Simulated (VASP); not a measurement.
All values below come from PBE GGA, VASP's PBE PAW potentials (set 64) (plane waves; VASP).

Input for VASP

POSCAR:
```
ZrB2
1.0
  1.5342817294  -2.6574544597   0.0000000000
  1.5342817294   2.6574544597   0.0000000000
  0.0000000000   0.0000000000   3.4155640507
Zr B
1 2
Cartesian
  0.0000000000   0.0000000000   0.0000000000
  1.5342817294   0.8858199249   1.7077820254
  1.5342817294  -0.8858199249   1.7077820254
```

**KPOINTS**
```
Automatic
0
gamma
  10 10 8
```

INCAR:
```
! general
SYSTEM  = ZrB2
PREC    = Accurate
ENCUT   = 600
LREAL   = .FALSE.
LASPH   = .TRUE.

! electronic loop
EDIFF   = 1E-7
NELM    = 100
ALGO    = Normal
LMAXMIX = 4

! smearing
ISMEAR  = 1
SIGMA   = 0.1

! functional
GGA     = PE

! ions
IBRION  = 2
NSW     = 40
ISIF    = 3
EDIFFG  = -0.01
PSTRESS = 300

! output
LWAVE   = .FALSE.
LCHARG  = .FALSE.
```

POTCAR, in this order: Zr_sv B (PBE.64 set). Program: vasp_std.

The resulting files:

File OSZICAR:
```
       N       E                     dE             d eps       ncg     rms          rms(c)
DAV:   1     0.134635537089E+03    0.13464E+03   -0.11108E+04  1820   0.157E+03
DAV:   2    -0.207840381737E+02   -0.15542E+03   -0.14913E+03  2095   0.371E+02
DAV:   3    -0.273964189325E+02   -0.66124E+01   -0.63949E+01  2879   0.672E+01
DAV:   4    -0.275482357190E+02   -0.15182E+00   -0.15176E+00  2286   0.941E+00
DAV:   5    -0.275519354529E+02   -0.36997E-02   -0.36997E-02  2798   0.118E+00    0.268E+01
DAV:   6    -0.247633502217E+02    0.27886E+01   -0.77071E+00  2167   0.212E+01    0.113E+01
DAV:   7    -0.247162661767E+02    0.47084E-01   -0.10021E+00  2717   0.690E+00    0.375E+00
DAV:   8    -0.247195509428E+02   -0.32848E-02   -0.13309E-01  2162   0.355E+00    0.811E-01
DAV:   9    -0.247154493901E+02    0.41016E-02   -0.21461E-02  2233   0.130E+00    0.155E-01
DAV:  10    -0.247153723907E+02    0.76999E-04   -0.85635E-04  2236   0.281E-01    0.464E-02
DAV:  11    -0.247153778151E+02   -0.54244E-05   -0.31910E-05  2488   0.639E-02    0.177E-02
DAV:  12    -0.247153772978E+02    0.51739E-06   -0.36448E-06  2502   0.206E-02    0.344E-03
DAV:  13    -0.247153773664E+02   -0.68611E-07   -0.59592E-07  2364   0.675E-03
   1 F= -.19500140E+02 E0= -.19500051E+02  d E =-.195001E+02
```

### OUTCAR
```
------------------------ aborting loop because EDIFF is reached ----------------------------------------
  FORCE on cell =-STRESS in cart. coord.  units (eV):
  Direction    XX          YY          ZZ          XY          YZ          ZX
  --------------------------------------------------------------------------------------
  Total        5.2105221      5.2105243      5.2112628      0.0000000      0.0000000      0.0000000
  in kB      299.7287855    299.7289098    299.7713907      0.0000000      0.0000000      0.0000000
  external PRESSURE =      -0.2569713 kB  Pullay stress =     300.0000000 kB
  volume of cell :       27.85
      direct lattice vectors                 reciprocal lattice vectors
     1.534281729 -2.657454460  0.000000000     0.325885390 -0.188149979  0.000000000
     1.534281729  2.657454460  0.000000000     0.325885390  0.188149979  0.000000000
     0.000000000  0.000000000  3.415564051     0.000000000  0.000000000  0.292777411
 POSITION                                       TOTAL-FORCE (eV/Angst)
 -----------------------------------------------------------------------------------
      0.00000      0.00000      0.00000        -0.000000     -0.000000     -0.000000
      1.53428      0.88582      1.70778         0.000000      0.000000     -0.000000
      1.53428     -0.88582      1.70778         0.000000     -0.000000      0.000000
 -----------------------------------------------------------------------------------
    total drift:                                0.000000      0.000000      0.000000
  FREE ENERGIE OF THE ION-ELECTRON SYSTEM (eV)
  ---------------------------------------------------
  free  energy   TOTEN  =       -24.7153773664 eV

  energy  without entropy=      -24.7151104493  energy(sigma->0) =      -24.71528839
  enthalpy is  TOTEN    =       -19.5001404033 eV   P V=        5.2152369630

 reached required accuracy - stopping structural energy minimisation
```
(Selected blocks of OUTCAR.)

The compound is ZrB2 in the AlB2 type structure. It was relaxed first under an external pressure of 30 GPa.
